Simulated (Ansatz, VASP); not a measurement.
**Cross-check of CO2 between VASP and Ansatz**

Aim: how closely do two programs agree when they are given the same cell, functional and k mesh? The cell is taken from a series of runs on this material, whose earlier steps may have relaxed, scaled, displaced or heated it; both programs get it as it stands.

Method: plane waves, with VASP 6.6.1 beside it; G0W0 gap at PBE0 form with 20 % exact exchange with an exact-exchange share of 0.2, in Ansatz 0.2.0.

### 1. Starting point

Symmetry: Pa-3, No. 205, cubic system. The conventional cell has a = 5.497 Å, b = 5.497 Å, c = 5.497 Å, α = 90.00°, β = 90.00°, γ = 90.00°. C has 2 O at 1.17 Å nearest. Nearest to O lie 1 C at 1.17 Å. Farther neighbours and most contacts between anions are not listed.

### 2. VASP: G0W0 gap, PBE0 form with 20 % exact exchange with an exact-exchange share of 0.2

Quasiparticle shifts depend on high empty states and on the cores, so they are the hardest test of two PAW sets.

Lines of VASP's logs that name or quote its potential files are left out, and so is its time.

The run reads the wave functions of an earlier VASP run, which isn't shown here.

INCAR

```
SYSTEM = CO2
PREC = Accurate
ENCUT = 440
ISMEAR = 0
SIGMA = 0.01
LREAL = .FALSE.
LHFCALC = .TRUE.
AEXX = 0.2
GGA = PE
LASPH = .TRUE.
NBANDS = 724
PRECFOCK = Fast
ALGO = EVGW0
NELMGW = 1
ENCUTGW = 150
NOMEGA = 64
NBANDSGW = 40
LWAVE = .FALSE.
LCHARG = .FALSE.
```

POSCAR

```
CO2
1.0
    5.4970732800      0.0000000000      0.0000000000
    0.0000000000      5.4970732800      0.0000000000
    0.0000000000      0.0000000000      5.4970732800
C O
4 8
Direct
    0.0000000000      0.0000000000      0.0000000000
    0.5000000000      0.0000000000      0.5000000000
    0.5000000000      0.5000000000      0.0000000000
    0.0000000000      0.5000000000      0.5000000000
    0.1225369800      0.1225369800      0.1225369800
    0.3774630200      0.8774630200      0.6225369800
    0.6225369800      0.3774630200      0.8774630200
    0.8774630200      0.6225369800      0.3774630200
    0.8774630200      0.8774630200      0.8774630200
    0.6225369800      0.1225369800      0.3774630200
    0.3774630200      0.6225369800      0.1225369800
    0.1225369800      0.3774630200      0.6225369800
```

KPOINTS

```
Automatic mesh
0
Gamma
2 2 2
0 0 0
```

PAW data sets: C_GW and O_GW (PBE family, release 64).

Run with:

```console
$ export OMP_NUM_THREADS=3
$ mpirun -np 1 vasp_std
```

Numbers of over 12 decimals in the logs are rounded to 6 here.

The log of the run:

```text
[banner, memory and clock lines left out]
running    1 mpi-ranks, on    1 nodes
 distrk:  each k-point on    1 cores,    1 groups
 distr:  one band on    1 cores,    1 groups
 Offloading initialized ...    1 GPUs detected
 POSCAR found type information on POSCAR C O
 POSCAR found :  2 types and      12 ions
|                                                                             |
|           W    W    AA    RRRRR   N    N  II  N    N   GGGG   !!!           |
|           W    W   A  A   R    R  NN   N  II  NN   N  G    G  !!!           |
|           W    W  A    A  R    R  N N  N  II  N N  N  G       !!!           |
|           W WW W  AAAAAA  RRRRR   N  N N  II  N  N N  G  GGG   !            |
|           WW  WW  A    A  R   R   N   NN  II  N   NN  G    G                |
|           W    W  A    A  R    R  N    N  II  N    N   GGGG   !!!           |
|                                                                             |
|     The default for ENCUTGWSOFT is different in this version of VASP.       |
|     please manually set ENCUTGWSOFT =150 in the INCAR file.                 |
|                                                                             |

 LDA part: xc-table for (Slater+PW92), standard interpolation
 found WAVECAR, reading the header
 POSCAR, INCAR and KPOINTS ok, starting setup
 FFT: planning ... GRIDC
 FFT: planning ... GRID_SOFT
 FFT: planning ... GRID
 reading WAVECAR
 the WAVECAR file was read successfully
 initial charge from wavefunction
 available memory per node:   1651.69 GB, setting MAXMEM to   1691333

 The Fermi energy was updated, please check that it is located mid-gap
 values below the HOMO (VB) or above the LUMO (CB) will cause erroneous energies
 E-fermi :  -0.1436

 calculate exact exchange contribution
 the WAVEDER file was read successfully
energies w=
    0.000    0.000    0.576    0.000    1.150    0.000    1.722    0.000
    2.291    0.000    2.854    0.000    3.412    0.000    3.963    0.000
    4.508    0.000    5.045    0.000    5.575    0.000    6.098    0.000
    6.613    0.000    7.122    0.000    7.624    0.000    8.120    0.000
    8.611    0.000    9.098    0.000    9.581    0.000   10.061    0.000
   10.540    0.000   11.017    0.000   11.494    0.000   11.973    0.000
   12.454    0.000   12.939    0.000   13.429    0.000   13.925    0.000
   14.429    0.000   14.943    0.000   15.467    0.000   16.005    0.000
   16.557    0.000   17.128    0.000   17.718    0.000   18.331    0.000
   18.970    0.000   19.639    0.000   20.342    0.000   21.084    0.000
   21.869    0.000   22.705    0.000   23.599    0.000   24.560    0.000
   25.598    0.000   26.725    0.000   27.957    0.000   29.312    0.000
   30.812    0.000   32.485    0.000   34.366    0.000   36.501    0.000
   38.947    0.000   41.781    0.000   45.106    0.000   49.065    0.000
   53.857    0.000   59.778    0.000   67.276    0.000   77.070    0.000
   90.392    0.000  109.534    0.000  139.320    0.000  191.914    0.000
 responsefunction array rank=     739
 LDA part: xc-table for (Slater+PW92), standard interpolation

 min. memory requirement per mpi rank   1558.7 MB, per node   1558.7 MB

 allocating  64 responsefunctions rank=   739
 shmem allocating  64 responsefunctions rank=   739
 response function shared by NCSHMEM nodes    1
 Doing            64  frequencies on each core in blocks of            64
NQ=   1    0.0000    0.0000    0.0000,
|.........|.........|.........|.........|.........|.........|.........|.........
 performed        585000 updates of chi_q(r,r)
 total number of BLAS operations       2560.15 Gflops
NQ=   2    0.5000    0.0000    0.0000,
|.........|.........|.........|.........|.........|.........|.........|.........
 performed       1402000 updates of chi_q(r,r)
 total number of BLAS operations       5602.67 Gflops
NQ=   3    0.5000    0.5000    0.0000,
|.........|.........|.........|.........|.........|.........|.........|.........
 performed       2219000 updates of chi_q(r,r)
 total number of BLAS operations       8627.37 Gflops
NQ=   4    0.5000    0.5000    0.5000,
|.........|.........|.........|.........|.........|.........|.........|.........
 performed       2804000 updates of chi_q(r,r)
 total number of BLAS operations      10744.34 Gflops
 resolving degeneracies of screened two electron integrals

 calculate QP shifts <psi_nk| G(iteration)W_0 |psi_nk>: iteration 1
 entering main loop
```

From OUTCAR (step 2):

```text
ion  position               nearest neighbor table
   1  0.000  0.000  0.000-   5 1.17   9 1.17
   2  0.500  0.000  0.500-   6 1.17  10 1.17
   3  0.500  0.500  0.000-   7 1.17  11 1.17
   4  0.000  0.500  0.500-   8 1.17  12 1.17
   5  0.123  0.123  0.123-   1 1.17
   6  0.377  0.877  0.623-   2 1.17
   7  0.623  0.377  0.877-   3 1.17
   8  0.877  0.623  0.377-   4 1.17
   9  0.877  0.877  0.877-   1 1.17
  10  0.623  0.123  0.377-   2 1.17
  11  0.377  0.623  0.123-   3 1.17
  12  0.123  0.377  0.623-   4 1.17

  LATTYP: Found a simple cubic cell.
 ALAT       =     5.4970732800

 Subroutine GETGRP returns: Found 24 space group operations
 (whereof  6 operations were pure point group operations)

The static configuration has the point symmetry S_6 .
 The point group associated with its full space group is T_h .

 Found      4 irreducible k-points:

   k-points           NKPTS =      4   k-points in BZ     NKDIM =      8   number of bands    NBANDS=    724

   dimension x,y,z NGX =    40 NGY =   40 NGZ =   40
   dimension x,y,z NGXF=    80 NGYF=   80 NGZF=   80

   ENCUT  =  440.0 eV  32.34 Ry    5.69 a.u.   9.40  9.40  9.40*2*pi/ulx,y,z

   NELECT =      64.0000    total number of electrons

  energy-cutoff  :      440.00
  volume of cell :      166.11
      direct lattice vectors                 reciprocal lattice vectors
     5.497073280  0.000000000  0.000000000     0.181914984  0.000000000  0.000000000
     0.000000000  5.497073280  0.000000000     0.000000000  0.181914984  0.000000000
     0.000000000  0.000000000  5.497073280     0.000000000  0.000000000  0.181914984

 k-points in reciprocal lattice and weights: Automatic mesh
   0.00000000  0.00000000  0.00000000       0.125
   0.50000000  0.00000000  0.00000000       0.375
   0.50000000  0.50000000  0.00000000       0.375
   0.50000000  0.50000000  0.50000000       0.125

 E-fermi :  -0.1436

 QP shifts <psi_nk| G(iteration)W_0 |psi_nk>: iteration 1
 for sc-GW calculations column KS-energies equals QP-energies in previous step
 and V_xc(KS)=  KS-energies - (<T + V_ion + V_H > + <T+V_H+V_ion>^1  + <V_x>^1)
 k-point   1 :       0.0000    0.0000    0.0000
  band No.  KS-energies  QP-energies   sigma(KS)   V_xc(KS)     V^pw_x(r,r')   Z            occupation Imag(sigma)
    ...
     29      -4.8305      -6.1661     -22.2608     -20.6775     -24.8042       0.8435       2.0000       0.0372
     30      -4.8305      -6.1661     -22.2608     -20.6775     -24.8042       0.8435       2.0000       0.0372
     31      -4.5933      -5.8804     -22.5676     -21.0391     -25.1041       0.8421       2.0000       0.0382
     32      -4.5933      -5.8804     -22.5676     -21.0391     -25.1041       0.8421       2.0000       0.0382
     33       4.3062       5.3493      -8.1236      -9.2880      -5.2583       0.8958       0.0000      -0.0322
     34       5.6245       7.9299     -12.1819     -14.8486      -9.5437       0.8645       0.0000      -0.0355
     35       5.6245       7.9299     -12.1819     -14.8486      -9.5437       0.8645       0.0000      -0.0355
     36       5.6245       7.9299     -12.1819     -14.8486      -9.5437       0.8645       0.0000      -0.0355
    ...

 k-point   2 :       0.5000    0.0000    0.0000
  band No.  KS-energies  QP-energies   sigma(KS)   V_xc(KS)     V^pw_x(r,r')   Z            occupation Imag(sigma)
    ...
     29      -4.9563      -6.3093     -22.1301     -20.5234     -24.6852       0.8421       2.0000       0.0372
     30      -4.9563      -6.3093     -22.1301     -20.5234     -24.6852       0.8421       2.0000       0.0372
     31      -4.6828      -5.9839     -22.4744     -20.9302     -25.0176       0.8426       2.0000       0.0379
     32      -4.6828      -5.9839     -22.4744     -20.9302     -25.0176       0.8426       2.0000       0.0379
     33       5.5437       7.7243     -11.6073     -14.1173      -8.8881       0.8688       0.0000      -0.0356
     34       5.5437       7.7243     -11.6073     -14.1173      -8.8881       0.8688       0.0000      -0.0356
     35       5.7973       7.7196     -10.6872     -12.8857      -7.7928       0.8744       0.0000      -0.0366
     36       5.7973       7.7196     -10.6872     -12.8857      -7.7928       0.8744       0.0000      -0.0366
    ...

 k-point   3 :       0.5000    0.5000    0.0000
  band No.  KS-energies  QP-energies   sigma(KS)   V_xc(KS)     V^pw_x(r,r')   Z            occupation Imag(sigma)
    ...
     29      -4.9230      -6.2709     -22.1695     -20.5713     -24.7256       0.8434       2.0000       0.0377
     30      -4.9230      -6.2709     -22.1695     -20.5713     -24.7256       0.8434       2.0000       0.0377
     31      -4.9230      -6.2709     -22.1695     -20.5713     -24.7256       0.8434       2.0000       0.0377
     32      -4.9230      -6.2709     -22.1695     -20.5713     -24.7256       0.8434       2.0000       0.0377
     33       5.5356       7.6709     -11.4629     -13.9168      -8.7393       0.8702       0.0000      -0.0352
     34       5.5356       7.6709     -11.4629     -13.9168      -8.7393       0.8702       0.0000      -0.0352
     35       5.5356       7.6709     -11.4629     -13.9168      -8.7393       0.8702       0.0000      -0.0352
     36       5.5356       7.6709     -11.4629     -13.9168      -8.7393       0.8702       0.0000      -0.0352
    ...

 k-point   4 :       0.5000    0.5000    0.5000
  band No.  KS-energies  QP-energies   sigma(KS)   V_xc(KS)     V^pw_x(r,r')   Z            occupation Imag(sigma)
    ...
     29      -4.9733      -6.3335     -22.0313     -20.4154     -24.5742       0.8417       2.0000       0.0371
     30      -4.9733      -6.3335     -22.0313     -20.4154     -24.5742       0.8417       2.0000       0.0371
     31      -4.9733      -6.3335     -22.0313     -20.4154     -24.5742       0.8417       2.0000       0.0371
     32      -4.9733      -6.3335     -22.0313     -20.4154     -24.5742       0.8417       2.0000       0.0371
     33       5.5423       7.8285     -12.0843     -14.7255      -9.4523       0.8656       0.0000      -0.0350
     34       5.5423       7.8285     -12.0843     -14.7255      -9.4523       0.8656       0.0000      -0.0350
     35       5.5423       7.8285     -12.0843     -14.7255      -9.4523       0.8656       0.0000      -0.0350
     36       5.5423       7.8285     -12.0843     -14.7255      -9.4523       0.8656       0.0000      -0.0350
    ...
```

The k-mesh is coarse for unscreened exact exchange, which converges slowly with it.

[end of part 1 of 2]

[Lines on the potential files, build, host, timing and source positions are cut from VASP's logs without a mark.]

[Logs are printed without paths, hosts, clocks, repeated set-up lines and the standing remarks that a program may print on its own settings, such as how far it seeks lower states.]

[Hosts, paths, dates, database ids (printed as entryN), source tags and the programs' standing remarks are cut or masked in the printed files.]
